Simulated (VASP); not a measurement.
A run of VASP 6.6.1 is set up as follows.

File INCAR:

```
SYSTEM = CsTaS2
PREC     = Accurate       ! precision mode
ENCUT    = 600            ! plane-wave cutoff, eV
EDIFF    = 1E-6           ! SCF threshold, eV
ISMEAR   = -1             ! smearing method
SIGMA    = 0.05           ! smearing width, eV
LREAL    = .False.        ! projectors in reciprocal space
LASPH    = .True.         ! aspherical terms in the spheres
NELM     = 100            ! most SCF steps
ALGO     = Normal         ! electronic algorithm
ISIF     = 3              ! what is computed and relaxed
LWAVE    = .False.        ! write WAVECAR
LCHARG   = .False.        ! write CHGCAR
GGA      = PE             ! functional
IVDW     = 2              ! dispersion correction
IBRION   = 2              ! ionic algorithm
NSW      = 40             ! ionic steps
EDIFFG   = -0.01          ! ionic threshold
```

Contents of KPOINTS:

```
regular mesh
0
Gamma
  7 7 3
  0 0 0
```

Contents of POSCAR:

```
CsTaS2
1.0
    3.5423800000      0.0000000000      0.0000000000
   -1.7711900000      3.0677900000      0.0000000000
    0.0000000000      0.0000000000      8.2684800000
Cs Ta S
1 1 2
Direct
    0.0000000000      0.0000000000      0.5000000000
    0.3333300000      0.6666700000      0.0000000000
    0.6666700000      0.3333300000      0.1817700000
    0.6666700000      0.3333300000      0.8182300000
```

Potentials or basis: VASP PAW PBE potentials, release 64 (Cs_sv, Ta_pv, S).

Command:

```sh
$ cat potpaw_PBE.64/Cs_sv/POTCAR potpaw_PBE.64/Ta_pv/POTCAR potpaw_PBE.64/S/POTCAR > POTCAR
$ mpirun -np 1 vasp_std > vasp.out
```

Problem. Estimate the Hirshfeld charges.

Solution. Cs +0.18; Ta +0.34; S -0.26 e.

Problem. Estimate the space group after relaxing (to 0.05 Å).

Solution. P-6m2 (No. 187).

The path:
```csv
step,energy change (eV),largest force (eV/Å),pressure (GPa),volume (Å³)
1,0.0000,0.1865,0.49,89.86
2,-0.2564,0.5482,-0.26,90.48
3,-0.2564,0.5448,-0.25,90.48
4,-0.2765,0.1631,-0.66,90.07
5,-0.2794,0.0366,-0.85,89.85
6,-0.2759,0.0471,1.16,88.04
7,-0.2806,0.0101,-0.24,89.29
8,-0.2806,0.0001,0.00,89.06
```
